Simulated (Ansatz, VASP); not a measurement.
# One calculation of SrB5Te, two programs

The input INCAR:

```
PREC = Accurate
ENCUT = 600
EDIFF = 1E-6
ISMEAR = 0
SIGMA = 0.1
LREAL = F
LASPH = T
NELM = 100
ALGO = Normal
ISIF = 3
LWAVE = F
LCHARG = F
GGA = PE
IBRION = 2
NSW = 100
EDIFFG = -0.01
```

Contents of KPOINTS:

```
Automatic mesh
0
Gamma
  10 10 6
```

POSCAR

```
SrB5Te
1.0
    3.5892362659      0.0000000000      0.0000000000
    0.0000000000      3.5892362659      0.0000000000
    0.0000000000      0.0000000000      7.8607281390
Sr B Te
1 5 1
Direct
    0.0000000000      0.0000000000      0.0000000000
    0.0000000000      0.5000000000      0.2623943470
    0.0000000000      0.5000000000      0.7376056530
    0.5000000000      0.0000000000      0.2623943470
    0.5000000000      0.0000000000      0.7376056530
    0.5000000000      0.5000000000      0.0000000000
    0.0000000000      0.0000000000      0.5000000000
```

Input for Ansatz:

```yaml
crystal:
  lattice:
    - [3.5892362659, 0.0, 0.0]
    - [0.0, 3.5892362659, 0.0]
    - [0.0, 0.0, 7.860728139]
  atoms:
    - { symbol: Sr, position: [0.0, 0.0, 0.0] }
    - { symbol: B, position: [0.0, 0.5, 0.262394347] }
    - { symbol: B, position: [0.0, 0.5, 0.737605653] }
    - { symbol: B, position: [0.5, 0.0, 0.262394347] }
    - { symbol: B, position: [0.5, 0.0, 0.737605653] }
    - { symbol: B, position: [0.5, 0.5, 0.0] }
    - { symbol: Te, position: [0.0, 0.0, 0.5] }
basis:
  ecutwfc: 420
kpoints:
  mp_grid: { grid: [10, 10, 6] }
hamiltonian:
  xc: pbe
scf:
  occupations: { method: gaussian, width: 0.1 }
output:
  forces: true
  stress: true
  eigenvalues: true
  write_density: true
  write_potential: true
  elf: true
  volumetric_format: npy
relax:
  adjacent_minimum: "off"
  f_tol: 0.01
  max_steps: 80
  cell: { stress_tol: 0.05 }
```

Change from the starting cell: species swapped into the HfGa5Ni type (P4/mmm, No. 123).

Alike in both runs: task relaxation of cell and atoms; functional PBE; k mesh 10 × 10 × 6; occupations gaussian, width 0.1 eV; no spin polarisation.

|  | VASP | Ansatz |
| --- | --- | --- |
| version | VASP 6.6.1 | Ansatz 0.2.0 |
| potentials or method | VASP PAW PBE potentials, release 64 (Sr_sv, B, Te) | scalar-relativistic, plane waves, PAW |
| plane-wave cutoff (eV) | 600 | 420 |
| valence electrons in the cell | 31 | 41 |

VASP gave:

```
gap on the k mesh at the Fermi level, each at its own relaxed structure (eV) : none
relaxed volume (Å³/atom)                                                     : 14.41
relaxed cell length with the largest relative difference (Å)                 : 3.542
energy change over the relaxation (meV/atom)                                 : -2
```

**Question.** What did Ansatz give for the same quantities?

**Answer.** gap on the k mesh at the Fermi level, each at its own relaxed structure (eV): none; relaxed volume (Å³/atom): 14.35; relaxed cell length with the largest relative difference (Å): 3.537; energy change over the relaxation (meV/atom): -2.

A gap of «none» marks a metal or a gap that the smearing closes. The two sets of potentials don't hold the same shells in valence.

Spin-orbit coupling is left out, which matters for the levels of Te.
